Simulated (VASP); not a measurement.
Crystal: Mg3CdSe2O2.

```
CELL_PARAMETERS angstrom
5.97351 0.00000 0.00000
-2.98675 5.17321 0.00000
0.00000 0.00000 5.24155
ATOMIC_POSITIONS crystal
Mg 0.50000 0.00000 0.50000
Mg 0.00000 0.50000 0.50000
Mg 0.50000 0.50000 0.50000
Cd 0.00000 0.00000 0.50000
Se 0.33333 0.66667 0.00000
Se 0.66667 0.33333 0.00000
O 0.33333 0.66667 0.50000
O 0.66667 0.33333 0.50000
```

The cell was built by a generator and needn't be a form met in nature.

| Item | Value |
| --- | --- |
| Program | VASP 6.6.1 |
| Task | relaxation of cell and atoms |
| Functional | PBE |
| Potentials or basis | VASP PAW PBE potentials, release 64 (Mg, Cd, Se, O) |
| Cutoff | 520 eV |
| k mesh | 3 × 3 × 3 |
| Occupations | gaussian, width 0.15 eV |
| Spin | no spin polarisation |

At the start: pressure 16.0 GPa; volume 20.25 Å³/atom.

Problem. How do energy, volume and symmetry change on relaxing?

Solution. Over 7 steps the energy falls by 272.0 meV/atom and the volume is 24.00 Å³/atom (+18.6 %); space group P6/mmm (No. 191, to 0.05 Å).

Step by step:
```tsv
step	energy change (eV)	largest force (eV/Å)	pressure (GPa)	volume (Å³)
1	0.0000	0.0000	16.04	161.98
2	-1.9156	0.0000	-3.92	213.16
3	-2.1284	0.0000	-0.33	197.33
4	-2.1292	0.0000	-0.54	198.21
5	-2.1284	0.0000	-0.74	198.97
6	-2.1513	0.0000	-0.54	196.80
7	-2.1756	0.0000	0.01	192.03
```

Final structure:
```
Mg Cd Se O
1.0
     6.62390    0.00000    0.00000
    -3.31195    5.73647    0.00000
     0.00000    0.00000    5.05377
Mg Cd Se O
3 1 2 2
Cartesian
  3.3120 0.0000 2.5269
  -1.6560 2.8682 2.5269
  1.6560 2.8682 2.5269
  0.0000 0.0000 2.5269
  0.0000 3.8243 0.0000
  3.3120 1.9122 0.0000
  0.0000 3.8243 2.5269
  3.3120 1.9122 2.5269
```

Caveat: the k mesh is coarse (spacing up to 0.40 Å⁻¹), so the values aren't converged; the volume moved by over 15 % at a fixed basis, so the end points are rough.
